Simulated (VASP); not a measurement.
Here is the system:

```xyz
3
Lattice="-1.6335 1.6335 3.9847 1.6335 -1.6335 3.9847 1.6335 1.6335 -3.9847" Properties=species:S:1:pos:R:3 pbc="T T T"
Si     0.0000     0.0000     5.2962
Si     0.0000     0.0000     2.6732
Mo     0.0000     0.0000     0.0000
```

Calculation: PBE GGA, VASP's PBE PAW potentials (set 64) (plane waves; VASP). Run with 420 eV cut-off, 23×23×23 Γ-centred mesh, Gaussian smearing of 0.20 eV, potentials Si Mo_sv.

Energy and stress use the plane-wave basis of the starting cell.

Task: The ions, cell shape and volume are relaxed. Predict the relaxed structure.

Result: 
```xyz
3
Lattice="-1.6085 1.6085 3.9363 1.6085 -1.6085 3.9363 1.6085 1.6085 -3.9363" Properties=species:S:1:pos:R:3 pbc="T T T"
Si     0.0000     0.0000     5.2348
Si     0.0000     0.0000     2.6379
Mo     0.0000     0.0000     0.0000
```
Space group I4/mmm (139), at a tolerance of 0.03 Å.

Task: How do energy and volume change from the first to the last step?

Result: The energy (σ→0) changes by -15.8 meV/atom and the volume by -4.2 %, in 10 ionic steps.

The structure comes from a computed database's Si2Mo entry; how it stands against other phases isn't given here. This run relaxes it. Symmetry was kept, so distortions that lower it aren't found. The run is one of a series of settings (EDIFF = 1E-09, EDIFFG = -0.005, ENCUT = 420, IBRION = 2, ISIF = 3, NSW = 50, KPOINTS 23×23×23 Γ-centred mesh against the base run), some of them coarse on purpose.
